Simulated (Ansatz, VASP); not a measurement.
# Cross-check of PtC between VASP and Ansatz, part 2 of 2

One calculation is typed for both programs; each brings its own data sets. How far apart do they land? The cell is generated by rule, not measured, and may not be a known phase. The cell is taken from a series of runs on this material, whose earlier steps may have relaxed, scaled, displaced or heated it; both programs get it as it stands.

VASP 6.6.1 and Ansatz 0.2.0.

So far. Step 5 (VASP: single point, PBEsol, pair 2): The run ends at a pressure of 0.53 GPa, with forces up to 0.24 eV/Å. Step 6 (Ansatz: single point, PBEsol, pair 2): The run ends at a pressure of 0.58 GPa, with forces up to 0.25 eV/Å.

The structure was built from a prototype and need not be the compound's stable phase.

## (7) Comparison

What differs besides the data sets and the points named for the pairs above, as far as they apply: the data sets hold 22 valence electrons in Ansatz (on its default PAW (the set named soft_2) files) and 14 in VASP. Total energies have different zeros and are not compared.

Both answers:

```
      quantity  Ansatz  VASP  difference
pressure (GPa)    0.58  0.53       +0.05
```

Forces (eV/Å; atoms numbered as in POSCAR):

```
atom        Ansatz x, y, z          VASP x, y, z
 Pt1  0.000, -0.246, 0.000  0.000, -0.241, 0.000
  C2   0.000, 0.246, 0.000   0.000, 0.241, 0.000
```

The forces differ by 2.5 meV/Å r.m.s., which is 1.8 % of the r.m.s. force of 0.139 eV/Å (both taken over all components).

## (8) VASP: single point, PBEsol, pair 3

With cell and atoms fixed, the geometry can't cause a difference; cores, projectors, grids and the points listed under the comparison can.

INCAR reads:

```
SYSTEM = PtC
PREC = Accurate
ENCUT = 600
EDIFF = 1E-06
NELM = 120
ISMEAR = 1
SIGMA = 0.15
LREAL = .FALSE.
ALGO = Normal
GGA = PS
NBANDS = 13
LASPH = .TRUE.
LORBIT = 11
LWAVE = .FALSE.
LCHARG = .FALSE.
ISIF = 2
GGA_COMPAT = .FALSE.
KPAR = 2
```

POSCAR reads:

```
PtC
1.0
    2.7712460625      0.0000000000      0.0000000000
    0.0000000000      2.7712460625      0.0000000000
    0.0000000000      0.0000000000      2.7712460625
Pt C
1 1
Direct
    0.0000000000      0.9968896414      0.0000000000
    0.5000000000      0.5505187908      0.5000000000
```

KPOINTS reads:

```
Automatic mesh
0
Gamma
16 16 16
0 0 0
```

Potentials, in the order of the species: Pt and C (PBE family, release 64).

Started as:

```sh
$ mpirun -np 2 vasp_std
```

Numbers of over 12 decimals in the logs are rounded to 6 here.

Output:

```text
[... set-up lines as in an earlier step ...]
 entering main loop
       N       E                     dE             d eps       ncg     rms          rms(c)
DAV:   1     0.598814996601E+02    0.59881E+02   -0.78559E+03 10650   0.114E+03
DAV:   2    -0.125663918603E+02   -0.72448E+02   -0.66784E+02 12555   0.221E+02
DAV:   3    -0.143963898139E+02   -0.18300E+01   -0.18126E+01 12200   0.343E+01
DAV:   4    -0.144043839103E+02   -0.79941E-02   -0.79930E-02 12400   0.263E+00
[...]
DAV:  11    -0.128005048810E+02    0.21219E-04   -0.20347E-04 12305   0.111E-01    0.169E-02
DAV:  12    -0.128005036249E+02    0.12561E-05   -0.13856E-05 12155   0.301E-02    0.120E-02
DAV:  13    -0.128005032026E+02    0.42231E-06   -0.10822E-06  6450   0.904E-03
   1 F= -.12800503E+02 E0= -.12801003E+02  d E =0.149981E-02
```

From OUTCAR (step 8):

```text
  Total        0.1334014      0.4079444      0.1334014      0.0000000      0.0000000      0.0000000
  in kB       10.0425879     30.7104556     10.0425879      0.0000000      0.0000000      0.0000000
  external PRESSURE =      16.9318771 kB  Pullay stress =       0.0000000 kB

 POSITION                                       TOTAL-FORCE (eV/Angst)
 -----------------------------------------------------------------------------------
      0.00000      2.76263      0.00000        -0.000000     -0.355182     -0.000000
      1.38562      1.52562      1.38562         0.000000      0.355182      0.000000
 -----------------------------------------------------------------------------------
    total drift:                                0.000000     -0.000207     -0.000000

  FREE ENERGIE OF THE ION-ELECTRON SYSTEM (eV)
  ---------------------------------------------------
  free  energy   TOTEN  =       -12.8005032026 eV

  energy  without entropy=      -12.8020030133  energy(sigma->0) =      -12.80100314

[... 2 parts as in an earlier step ...]

[... 1 further part left out ...]
[key lines of the parts left out:]
E-fermi :  11.0838
```

The run ends at a pressure of 1.69 GPa, with forces up to 0.36 eV/Å.

## (9) Ansatz: single point, PBEsol, pair 3

The same cell, functional, mesh and smearing now go to Ansatz, which takes its cutoff from its data sets.

The cell is taken from a series of runs on this material, whose earlier steps may have relaxed, scaled, displaced or heated it; both programs get it as it stands.

input.yaml reads:

```yaml
crystal:
  lattice:
    - [2.7712460625, 0.0, 0.0]
    - [0.0, 2.7712460625, 0.0]
    - [0.0, 0.0, 2.7712460625]
  atoms:
    - { symbol: Pt, position: [0.0, -0.0031103586, 0.0] }
    - { symbol: C, position: [0.5, 0.5505187908, 0.5] }
kpoints:
  mp_grid: { grid: [16, 16, 16] }
hamiltonian:
  xc: pbesol
scf:
  occupations: { method: methfessel_paxton, width: 0.15 }
output:
  forces: true
  stress: true
  eigenvalues: true
```

Started as:

```sh
$ ansatz run input.yaml --threads 4 --pin off --max-ram 7168MiB --backend cpu --events-out ev --progress --plain --runs-dir out
```

Output:

```text
[...]
Crystal: 2 atoms, lattice volume = 21.283 Å³
Basis set: ecut = 420 eV, 437 PW (Γ), exchange–correlation on 40×40×40 points (8 copies of the dense FFT grid, shifted against one another)
Bands: 15, of which v1, the nominal top of the filled ones, is band 11 counted from 1 (10 counted from 0)
Symmetry: 8 space group operations
[...]
k-points: 405 of 4096 (time reversal used)
[...]
--- Band table (eV; the first three rows and the last of 405) ---
  k-point 0: bands = [... 7 lower, 18.6007, 18.6007, 18.7258, 20.5974, 20.5974, 20.6828, 24.9786, 35.7111]
  k-point 1: bands = [... 7 lower, 18.3247, 18.3659, 18.7415, 20.2313, 20.8957, 21.0401, 25.2300, 35.5195]
  k-point 2: bands = [... 7 lower, 17.7723, 17.8713, 18.7707, 19.6258, 21.5317, 21.6300, 25.8069, 34.9032]
  k-point 404: bands = [... 7 lower, 13.3827, 20.4466, 20.4671, 24.1236, 24.1236, 24.7349, 26.0948, 26.6794]
[key lines of the parts left out:]
SCF converged after 6 iterations
Free energy (F): -12626.686509 eV
Fermi energy:    20.630310 eV
P = ⅓ Tr σ = 1.7083 GPa (17.083 kbar)
```

The run ends at a pressure of 1.71 GPa, with forces up to 0.36 eV/Å.

## (10) Side by side

What differs besides the data sets and the points named for the pairs above, as far as they apply: the data sets hold 22 valence electrons in Ansatz (on its default PAW (the set named soft_2) files) and 14 in VASP. Total energies have different zeros and are not compared.

Compared:

```
      quantity  Ansatz  VASP  difference
pressure (GPa)    1.71  1.69       +0.02
```

Forces (eV/Å; atoms numbered as in POSCAR):

```
atom        Ansatz x, y, z          VASP x, y, z
 Pt1  0.000, -0.363, 0.000  0.000, -0.355, 0.000
  C2   0.000, 0.363, 0.000   0.000, 0.355, 0.000
```

The forces differ by 4.5 meV/Å r.m.s., which is 2.2 % of the r.m.s. force of 0.205 eV/Å (both taken over all components).

## (11) Results

```json
{
  "r.m.s. force difference (single point, PBEsol, pair 1)": "1.2 meV/Å",
  "r.m.s. force difference (single point, PBEsol, pair 2)": "2.5 meV/Å",
  "r.m.s. force difference (single point, PBEsol, pair 3)": "2.2 % of the r.m.s. force"
}
```

**Reading.** The r.m.s. force difference is 2.2 % of the r.m.s. force (single point, PBEsol, pair 3), within the 3 % picked in this series as the mark of a large difference. The data sets hold unlike numbers of valence electrons (22 in Ansatz and 14 in VASP), so part of the differences comes from the potentials. 6 further runs of this series are not shown here. Such differences can come from data sets, numerical settings and the points named under the comparisons, not from the functional's error against experiment.

[Lines on the potential files, build, host, timing and source positions are cut from VASP's logs without a mark.]

[Logs are printed without paths, hosts, clocks, repeated set-up lines and the standing remarks that a program may print on its own settings, such as how far it seeks lower states.]

[Hosts, paths, dates, database ids (printed as entryN), source tags and the programs' standing remarks are cut or masked in the printed files.]
